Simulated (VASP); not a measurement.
Calculation: r2SCAN meta-GGA, VASP's PBE PAW potentials (set 64) (plane waves; VASP).

VASP ran on this input.

KPOINTS:
```
Automatic mesh
0
Gamma
16 16 16
```

### INCAR
```
SYSTEM = Al
PREC = Accurate
ENCUT = 500
EDIFF = 1E-6
NELM = 100
ALGO = Normal
LREAL = .FALSE.
LASPH = .TRUE.
ISMEAR = 1
SIGMA = 0.1
METAGGA = R2SCAN
LMIXTAU = .TRUE.
LWAVE = .FALSE.
LCHARG = .FALSE.
IBRION = 2
ISIF = 3
NSW = 40
EDIFFG = -0.02
PSTRESS = 100
```

File POSCAR:
```
Al
1.0
  0.0000000000   1.9369769142   1.9369769142
  1.9369769142   0.0000000000   1.9369769142
  1.9369769142   1.9369769142   0.0000000000
Al
1
Cartesian
  0.0000000000   0.0000000000   0.0000000000
```

POTCAR, in this order: Al (PBE.64 set). Program: vasp_std.

What VASP printed:

### OUTCAR
```
 ion  position               nearest neighbor table
   1  0.000  0.000  0.000-
  LATTYP: Found a face centered cubic cell.
 ALAT       =     3.8739538284
 Subroutine PRICEL returns:
 Original cell was already a primitive cell.
 Subroutine GETGRP returns: Found 48 space group operations
The static configuration has the point symmetry O_h .
The dynamic configuration has the point symmetry O_h .
 Subroutine INISYM returns: Found 48 space group operations
 Subroutine IBZKPT returns following result:
 Found    145 irreducible k-points:

 Following reciprocal coordinates:
            Coordinates               Weight
  0.000000  0.000000  0.000000      1.000000
  0.062500  0.000000  0.000000      8.000000
  0.125000  0.000000  0.000000      8.000000
  0.187500  0.000000  0.000000      8.000000
  0.250000  0.000000  0.000000      8.000000
  0.312500  0.000000  0.000000      8.000000
  0.375000  0.000000  0.000000      8.000000
  0.437500  0.000000  0.000000      8.000000
  0.500000  0.000000  0.000000      4.000000
  0.062500  0.062500  0.000000      6.000000
  0.125000  0.062500  0.000000     24.000000
  0.187500  0.062500  0.000000     24.000000
  0.250000  0.062500  0.000000     24.000000
  0.312500  0.062500  0.000000     24.000000
  0.375000  0.062500  0.000000     24.000000
  0.437500  0.062500  0.000000     24.000000
  0.500000  0.062500  0.000000     24.000000
 -0.437500  0.062500  0.000000     24.000000
 -0.375000  0.062500  0.000000     24.000000
 -0.312500  0.062500  0.000000     24.000000
 -0.250000  0.062500  0.000000     24.000000
 -0.187500  0.062500  0.000000     24.000000
 -0.125000  0.062500  0.000000     24.000000
 -0.062500  0.062500  0.000000     12.000000
  0.125000  0.125000  0.000000      6.000000
...
```

**OSZICAR**
```
       N       E                     dE             d eps       ncg     rms          rms(c)
DAV:   1    -0.452272119075E+01   -0.45227E+01   -0.96184E+02  1535   0.341E+02
DAV:   2    -0.684698092727E+01   -0.23243E+01   -0.21944E+01  1885   0.339E+01
DAV:   3    -0.686437922667E+01   -0.17398E-01   -0.17398E-01  1910   0.356E+00
DAV:   4    -0.686443546021E+01   -0.56234E-04   -0.56235E-04  1915   0.196E-01
DAV:   5    -0.686443588730E+01   -0.42710E-06   -0.42645E-06  1970   0.148E-02    0.333E+00
DAV:   6    -0.669736084831E+01    0.16708E+00   -0.10554E-01  1890   0.244E+00    0.207E+00
DAV:   7    -0.697038748619E+01   -0.27303E+00   -0.80129E-02  1730   0.216E+00    0.614E-01
DAV:   8    -0.667127166111E+01    0.29912E+00   -0.92784E-02  1715   0.234E+00    0.215E-01
DAV:   9    -0.670586655444E+01   -0.34595E-01   -0.31752E-02  1510   0.116E+00    0.139E-01
DAV:  10    -0.670588963784E+01   -0.23083E-04   -0.28095E-04  1965   0.161E-01    0.166E-01
DAV:  11    -0.670702581052E+01   -0.11362E-02   -0.15179E-04  1775   0.998E-02    0.158E-01
DAV:  12    -0.670540132644E+01    0.16245E-02   -0.43185E-05  1510   0.926E-02    0.877E-02
DAV:  13    -0.670530767832E+01    0.93648E-04   -0.48282E-04  1715   0.214E-01    0.251E-01
DAV:  14    -0.670528886556E+01    0.18813E-04   -0.47424E-06  1725   0.276E-02    0.290E-01
DAV:  15    -0.670531873786E+01   -0.29872E-04   -0.29838E-06  1565   0.198E-02    0.235E-01
DAV:  16    -0.670539268224E+01   -0.73944E-04   -0.18777E-05  1565   0.482E-02    0.709E-02
DAV:  17    -0.670540135291E+01   -0.86707E-05   -0.27275E-06  1745   0.189E-02    0.913E-02
DAV:  18    -0.670540634364E+01   -0.49907E-05   -0.55898E-07   810   0.858E-03    0.109E-01
DAV:  19    -0.670540445526E+01    0.18884E-05   -0.49727E-08   745   0.284E-03    0.109E-01
DAV:  20    -0.670540591286E+01   -0.14576E-05   -0.41528E-08   735   0.272E-03    0.104E-01
DAV:  21    -0.670540914363E+01   -0.32308E-05   -0.32830E-07   750   0.696E-03    0.107E-01
DAV:  22    -0.670540926588E+01   -0.12225E-06   -0.14592E-06  1620   0.146E-02
   1 F= -.57982308E+01 E0= -.57983413E+01  d E =-.579823E+01
```

File OUTCAR:
```
------------------------ aborting loop because EDIFF is reached ----------------------------------------
  FORCE on cell =-STRESS in cart. coord.  units (eV):
  Direction    XX          YY          ZZ          XY          YZ          ZX
  --------------------------------------------------------------------------------------
  Total        0.9007410      0.9007410      0.9007410     -0.0000000     -0.0000000     -0.0000000
  in kB       99.2903828     99.2903828     99.2903828     -0.0000000     -0.0000000     -0.0000000
  external PRESSURE =      -0.7096172 kB  Pullay stress =     100.0000000 kB
  volume of cell :       14.53
      direct lattice vectors                 reciprocal lattice vectors
     0.000000000  1.936976914  1.936976914    -0.258134207  0.258134207  0.258134207
     1.936976914  0.000000000  1.936976914     0.258134207 -0.258134207  0.258134207
     1.936976914  1.936976914  0.000000000     0.258134207  0.258134207 -0.258134207
 POSITION                                       TOTAL-FORCE (eV/Angst)
 -----------------------------------------------------------------------------------
      0.00000      0.00000      0.00000         0.000000      0.000000     -0.000000
 -----------------------------------------------------------------------------------
    total drift:                               -0.000000      0.000000     -0.000000
  FREE ENERGIE OF THE ION-ELECTRON SYSTEM (eV)
  ---------------------------------------------------
  free  energy   TOTEN  =        -6.7054092659 eV

  energy  without entropy=       -6.7057408064  energy(sigma->0) =       -6.70551978
  enthalpy is  TOTEN    =        -5.7982307697 eV   P V=        0.9071784962

 reached required accuracy - stopping structural energy minimisation
```
(Selected blocks of OUTCAR.)

The compound is Al in the fcc structure. It was relaxed first under an external pressure of 10 GPa.
